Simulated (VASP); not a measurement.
Method: PBEsol GGA, VASP's PBE PAW potentials (set 64) (plane waves; VASP).

VASP ran on this input.

### KPOINTS
```
Automatic mesh
0
Gamma
14 14 14
0 0 0
```

**INCAR**
```
# general
SYSTEM  = Nb
PREC    = Accurate
ENCUT   = 480
LREAL   = .False.
LASPH   = .True.

# electronic loop
EDIFF   = 1E-6   # SCF stop (eV)
NELM    = 100   # most electronic steps
ALGO    = Normal
LMAXMIX = 4   # l cut-off of mixed one-centre charges

# smearing
ISMEAR  = 1   # Methfessel-Paxton
SIGMA   = 0.1

# functional
GGA     = PS

# ions
IBRION  = 2   # conjugate gradients
NSW     = 60
ISIF    = 3   # ions, shape and volume
EDIFFG  = -0.01   # ionic stop

# output
LWAVE   = .False.
LCHARG  = .False.
```

**POSCAR**
```
Nb
1
   -1.6347202094     1.6347202094     1.6347202094
    1.6347202094    -1.6347202094     1.6347202094
    1.6347202094     1.6347202094    -1.6347202094
Nb
1
Direct
  0.0000000000   1.0000000000   1.0000000000
```

POTCAR, in this order: Nb_sv (PBE.64 set). Program: vasp_std.

The resulting files:

**OUTCAR**
```
 ion  position               nearest neighbor table
   1  0.000  0.000  0.000-
  LATTYP: Found a body centered cubic cell.
 ALAT       =     3.2694404188
 Subroutine PRICEL returns:
 Original cell was already a primitive cell.
 Subroutine GETGRP returns: Found 48 space group operations
The static configuration has the point symmetry O_h .
The dynamic configuration has the point symmetry O_h .
 Subroutine INISYM returns: Found 48 space group operations
 Subroutine IBZKPT returns following result:
 Found    104 irreducible k-points:

 Following reciprocal coordinates:
            Coordinates               Weight
  0.000000  0.000000  0.000000      1.000000
  0.071429  0.000000  0.000000     12.000000
  0.142857  0.000000  0.000000     12.000000
  0.214286  0.000000  0.000000     12.000000
  0.285714  0.000000  0.000000     12.000000
  0.357143  0.000000  0.000000     12.000000
  0.428571  0.000000  0.000000     12.000000
  0.500000  0.000000  0.000000      6.000000
  0.071429  0.071429  0.000000     24.000000
  0.142857  0.071429  0.000000     48.000000
  0.214286  0.071429  0.000000     48.000000
  0.285714  0.071429  0.000000     48.000000
  0.357143  0.071429  0.000000     48.000000
  0.428571  0.071429 -0.000000     48.000000
  0.142857  0.142857  0.000000     24.000000
  0.214286  0.142857  0.000000     48.000000
  0.285714  0.142857  0.000000     48.000000
  0.357143  0.142857  0.000000     48.000000
  0.428571  0.142857  0.000000     24.000000
  0.214286  0.214286  0.000000     24.000000
  0.285714  0.214286  0.000000     48.000000
  0.357143  0.214286 -0.000000     48.000000
  0.285714  0.285714  0.000000     24.000000
  0.357143  0.285714  0.000000     24.000000
  0.071429  0.071429  0.071429      8.000000
  0.142857  0.071429  0.071429     24.000000
  0.214286  0.071429  0.071429     24.000000
  0.285714  0.071429  0.071429     24.000000
  0.357143  0.071429  0.071429     24.000000
  0.428571  0.071429  0.071429     12.000000
 -0.071429  0.071429  0.071429      6.000000
  0.142857  0.142857  0.071429     24.000000
  0.214286  0.142857  0.071429     48.000000
  0.285714  0.142857  0.071429     48.000000
  0.357143  0.142857  0.071429     48.000000
 -0.142857  0.142857  0.071429     24.000000
  0.214286  0.214286  0.071429     24.000000
  0.285714  0.214286  0.071429     48.000000
  0.357143  0.214286  0.071429     24.000000
 -0.214286  0.214286  0.071429     24.000000
   k-points           NKPTS =    104   k-points in BZ     NKDIM =    104   number of bands    NBANDS=     10
   number of dos      NEDOS =    301   number of ions     NIONS =      1
   total plane-waves  NPLWV =   8000
   dimension x,y,z NGX =    20 NGY =   20 NGZ =   20
   dimension x,y,z NGXF=    40 NGYF=   40 NGZF=   40
   ions per type =               1
   PREC   = accura    normal or accurate (medium, high low for compatibility)
   ISTART =      0    job   : 0-new  1-cont  2-samecut
   ICHARG =      2    charge: 1-file 2-atom 10-const
   ISPIN  =      1    spin polarized calculation?
   LNONCOLLINEAR =      F non collinear calculations
   LSORBIT =      F    spin-orbit coupling
   INIWAV =      1    electr: 0-lowe 1-rand  2-diag
   ENCUT  =  480.0 eV  35.28 Ry    5.94 a.u.   5.06  5.06  5.06*2*pi/ulx,y,z
   NELM   =    100;   NELMIN=  2; NELMDL= -5     # of ELM steps
   EDIFF  = 0.1E-05   stopping-criterion for ELM
   LREAL  =      F    real-space projection
   NLSPLINE    = F    spline interpolate recip. space projectors
   LMAXMIX     =    4 max onsite mixed and CHGCAR
   VOSKOWN=      0    Vosko Wilk Nusair interpolation
...
```

**OSZICAR**
```
       N       E                     dE             d eps       ncg     rms          rms(c)
DAV:   1     0.107921533245E+03    0.10792E+03   -0.73006E+03  2104   0.122E+03
DAV:   2    -0.675731502220E+01   -0.11468E+03   -0.11163E+03  2264   0.427E+02
DAV:   3    -0.111747593253E+02   -0.44174E+01   -0.42752E+01  3034   0.731E+01
DAV:   4    -0.114061676906E+02   -0.23141E+00   -0.23018E+00  2946   0.149E+01
DAV:   5    -0.114176523161E+02   -0.11485E-01   -0.11445E-01  3088   0.258E+00    0.776E+00
DAV:   6    -0.109941227214E+02    0.42353E+00   -0.81257E-01  3230   0.118E+01    0.273E+00
DAV:   7    -0.109424034003E+02    0.51719E-01   -0.24072E-01  3256   0.628E+00    0.933E-01
DAV:   8    -0.109464010821E+02   -0.39977E-02   -0.12657E-02  2368   0.169E+00    0.528E-02
DAV:   9    -0.109464378093E+02   -0.36727E-04   -0.94870E-04  3530   0.349E-01    0.403E-02
DAV:  10    -0.109464518446E+02   -0.14035E-04   -0.21224E-05  2430   0.634E-02    0.160E-02
DAV:  11    -0.109464477281E+02    0.41165E-05   -0.63619E-06  2426   0.493E-02    0.316E-03
DAV:  12    -0.109464476334E+02    0.94626E-07   -0.21062E-07  1236   0.639E-03
   1 F= -.10946448E+02 E0= -.10946534E+02  d E =-.109464E+02
```

OUTCAR:
```
------------------------ aborting loop because EDIFF is reached ----------------------------------------
  FORCE on cell =-STRESS in cart. coord.  units (eV):
  Direction    XX          YY          ZZ          XY          YZ          ZX
  --------------------------------------------------------------------------------------
  Total       -0.0057969     -0.0057969     -0.0057969      0.0000000      0.0000000      0.0000000
  in kB       -0.5315128     -0.5315128     -0.5315128      0.0000000      0.0000000      0.0000000
  external PRESSURE =      -0.5315128 kB  Pullay stress =       0.0000000 kB
  volume of cell :       17.47
      direct lattice vectors                 reciprocal lattice vectors
    -1.634720209  1.634720209  1.634720209     0.000000000  0.305862739  0.305862739
     1.634720209 -1.634720209  1.634720209     0.305862739  0.000000000  0.305862739
     1.634720209  1.634720209 -1.634720209     0.305862739  0.305862739  0.000000000
 POSITION                                       TOTAL-FORCE (eV/Angst)
 -----------------------------------------------------------------------------------
      0.00000      0.00000      0.00000         0.000000      0.000000     -0.000000
 -----------------------------------------------------------------------------------
    total drift:                                0.000000     -0.000000     -0.000000
  FREE ENERGIE OF THE ION-ELECTRON SYSTEM (eV)
  ---------------------------------------------------
  free  energy   TOTEN  =       -10.9464476334 eV

  energy  without entropy=      -10.9467069839  energy(sigma->0) =      -10.94653408

 reached required accuracy - stopping structural energy minimisation
```
(Selected blocks of OUTCAR.)

The compound is Nb in the bcc structure. It was relaxed first. The start is the result of an earlier pass.
